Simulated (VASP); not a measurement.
These are r2SCAN meta-GGA, VASP's PBE PAW potentials (set 64) (plane waves; VASP 6.6.1) values and carry that method's errors.

VASP ran on this input.

**KPOINTS**
```
Regular mesh
0
G
  5 5 5
0 0 0
```

### INCAR
```
ALGO  =  Normal
EDIFF  =  1E-6
EDIFFG  =  -0.02
ENCUT  =  520
IBRION  =  2
ISIF  =  3
ISMEAR  =  0
ISPIN  =  2
LASPH  =  .TRUE.
LCHARG  =  .FALSE.
LMAXMIX  =  4
LMIXTAU  =  .TRUE.
LORBIT  =  10
LREAL  =  .FALSE.
LWAVE  =  .FALSE.
MAGMOM  =  3.9 -3.9 3.9 -3.9 6*0.0
METAGGA  =  R2SCAN
NELM  =  100
NSW  =  60
PREC  =  Accurate
SIGMA  =  0.05
SYSTEM  =  Fe2O3
```

**POSCAR**
```
Fe2O3
1
    4.8097114237    -2.5005843125     0.0120771803
    4.8097114237     2.5005843125     0.0120771803
    3.4992841863     0.0000000000     4.1402183850
Fe O
4 6
Direct
  0.8556082307   0.8556082307   0.8556082307
  0.3556082307   0.3556082307   0.3556082307
  0.1443917693   0.1443917693   0.1443917693
  0.6443917693   0.6443917693   0.6443917693
  0.4423326074   0.0576673926   0.7500000000
  0.0576673926   0.7500000000   0.4423326074
  0.5576673926   0.9423326074   0.2500000000
  0.2500000000   0.5576673926   0.9423326074
  0.9423326074   0.2500000000   0.5576673926
  0.7500000000   0.4423326074   0.0576673926
```

POTCAR, in this order: Fe O (PBE.64 set). Program: vasp_std.

**Question.** Estimate the energy per atom (σ→0), cell moment.

**Answer.** 
* **energy per atom (σ→0)**: -11.010 eV/atom
* **cell moment**: 0.00 μB

**OSZICAR**
```
...
DAV:  13    -0.110099897591E+03   -0.25758E-02   -0.69136E-03  3968   0.149E+00    0.248E-01
DAV:  14    -0.110100333832E+03   -0.43624E-03   -0.12385E-03  5480   0.451E-01    0.199E-01
DAV:  15    -0.110100322945E+03    0.10887E-04   -0.21630E-03  5936   0.718E-01    0.100E-01
DAV:  16    -0.110100259817E+03    0.63128E-04   -0.70250E-04  5536   0.252E-01    0.315E-02
DAV:  17    -0.110100268436E+03   -0.86192E-05   -0.67516E-05  3240   0.660E-02    0.172E-02
DAV:  18    -0.110100268934E+03   -0.49822E-06   -0.10698E-05  3128   0.234E-02    0.697E-03
DAV:  19    -0.110100269627E+03   -0.69209E-06   -0.21349E-06  1776   0.230E-02
   1 F= -.11010027E+03 E0= -.11010027E+03  d E =-.110100E+03  mag=    -0.0000
```

The compound is Fe2O3 in the corundum structure. It was relaxed first. The start is the result of an earlier pass.
